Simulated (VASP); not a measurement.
```
ZnS
1.0
    1.90070    -3.29210     0.00000
    1.90070     3.29210     0.00000
    0.00000     0.00000     6.22874
Zn S
2 2
Direct
  0.66667   0.33333   0.50007
  0.33333   0.66667   0.00007
  0.66667   0.33333   0.87493
  0.33333   0.66667   0.37493
```

The numbers are results of r2SCAN meta-GGA, VASP's PBE PAW potentials (set 64) (plane waves; VASP), not measurements. Numerical set-up: 400 eV cut-off, 9×9×5 Γ-centred mesh, Gaussian smearing of 0.010 eV, potentials Zn S.

### Question
What does the run give for the energy per atom (σ→0), band gap (on the k-mesh) with the smallest direct gap where there is one?

### Answer

| Quantity | Value |
|---|---|
| band gap (on the k-mesh) | 2.82 eV |
| smallest direct gap (on the k-mesh) | 2.82 eV |
| energy per atom (σ→0) | -9.428 eV/atom |

Total energies compare only between runs with the same potentials, cut-off and functional.

The compound is ZnS in the wurtzite structure, the high-temperature form. It was relaxed first.
